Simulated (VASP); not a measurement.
```xyz
3
Lattice="2.2669 -3.9264 0.0000 2.2669 3.9264 0.0000 0.0000 0.0000 5.9567" Properties=species:S:1:pos:R:3 pbc="T T T"
Te     2.8706    -2.8807     3.9711
Te     3.3263     0.0000     0.0000
Te     2.8706     2.8807     1.9856
```

Computed with HSE06 screened hybrid with spin-orbit coupling, VASP's PBE PAW potentials (set 64) (plane waves; VASP). Settings: 350 eV cut-off, 4×4×4 Γ-centred mesh, Gaussian smearing of 0.050 eV, potentials Te.

**Question.** Give the energies of bands 11 to 24 at the high-symmetry points, in eV from the valence-band maximum.

**Answer.** 
| band | Γ | M | K | A | L | H |
|---|---|---|---|---|---|---|
| 11 | -2.95 | -4.06 | -3.58 | -2.89 | -4.08 | -5.47 |
| 12 | -2.95 | -4.06 | -3.58 | -2.89 | -4.08 | -5.47 |
| 13 | -2.01 | -3.83 | -3.48 | -1.79 | -2.75 | -1.35 |
| 14 | -2.01 | -3.83 | -3.27 | -1.79 | -2.75 | -1.35 |
| 15 | -1.97 | -1.35 | -3.27 | -1.57 | -2.37 | -0.38 |
| 16 | -1.97 | -1.35 | -3.23 | -1.57 | -2.37 | -0.38 |
| 17 | -1.11 | -1.13 | -2.86 | -1.25 | -0.34 | -0.12 |
| 18 | -1.11 | -1.13 | -2.86 | -1.25 | -0.34 | 0.00 |
| 19 | 0.90 | 1.17 | 3.07 | 0.67 | 1.08 | 0.43 |
| 20 | 0.90 | 1.17 | 3.12 | 0.67 | 1.08 | 0.43 |
| 21 | 1.57 | 1.28 | 3.27 | 0.73 | 2.14 | 1.61 |
| 22 | 1.57 | 1.28 | 3.27 | 0.73 | 2.14 | 1.66 |
| 23 | 2.10 | 3.49 | 3.52 | 1.01 | 3.01 | 1.87 |
| 24 | 2.10 | 3.49 | 3.52 | 1.01 | 3.01 | 1.87 |

The gap is direct, 0.43 eV, from the valence maximum at H to the conduction minimum at H.

The compound is Te in the trig structure. It was relaxed first. The cell's shape comes from a PBE relaxation.
